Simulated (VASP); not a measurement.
VASP runs on Mg (hcp) share one base input (PBE GGA, plane waves, VASP's PBE PAW potentials (set 64)) and change the settings named in each case.

**KPOINTS**
```
Automatic mesh
0
Gamma
11 11 6
0 0 0
```

**INCAR**
```
# general
SYSTEM = Mg
PREC   = Accurate
ENCUT  = 550   # plane-wave cut-off (eV)
LREAL  = .False.
LASPH  = .True.

# electronic loop
EDIFF  = 1E-7   # SCF stop (eV)
NELM   = 100   # most electronic steps
ALGO   = Normal

# smearing
ISMEAR = 1   # Methfessel-Paxton
SIGMA  = 0.1   # width (eV)

# functional
GGA    = PE   # PBE

# ions
ISIF   = 2

# output
LWAVE  = .False.
LCHARG = .False.
```

### POSCAR
```
Mg
1
    1.6050000000    -2.7799420000     0.0000000000
    1.6050000000     2.7799420000     0.0000000000
    0.0000000000     0.0000000000     5.2100000000
Mg
2
Direct
  0.3333330000   0.6666670000   0.2500000000
  0.6666670000   0.3333330000   0.7500000000
```

POTCAR, in this order: Mg (PBE.64 set). Program: vasp_std.

```
change                     E(σ→0) (eV/atom)    −TS (eV)  electronic steps
-------------------------  ----------------  ----------  ----------------
base run                            -1.5154      0.0006                11
NBANDS = 3, NEDOS = 601          (withheld)  (withheld)                11
NBANDS = 4, NEDOS = 601             -1.5154      0.0006                11
NBANDS = 6, NEDOS = 601             -1.5154      0.0006                11
NBANDS = 10, NEDOS = 601            -1.5154      0.0006                11
NBANDS = 18, NEDOS = 601            -1.5154      0.0006                12
NBANDS = 34, NEDOS = 601            -1.5154      0.0006                12
NBANDS = 66, NEDOS = 601            -1.5154      0.0006                12
NBANDS = 130, NEDOS = 601           -1.5154      0.0006                11
```

Q: Some entries are withheld; supply them.

A: 
- NBANDS = 3, NEDOS = 601, E(σ→0) (eV/atom): -1.5120
- NBANDS = 3, NEDOS = 601, −TS (eV): 0.0000

Gaps are read on the run's mesh, which can miss a band edge.

Left out are runs that ran out of time, are held back, or changed the cell or the kind of run, fixed moments of cells without a moment, rows past the twelfth, gaps on odd meshes, pressures of charged cells and columns that move by less than the noise.

The compound is Mg in the hcp structure. The cell was not relaxed at this level.
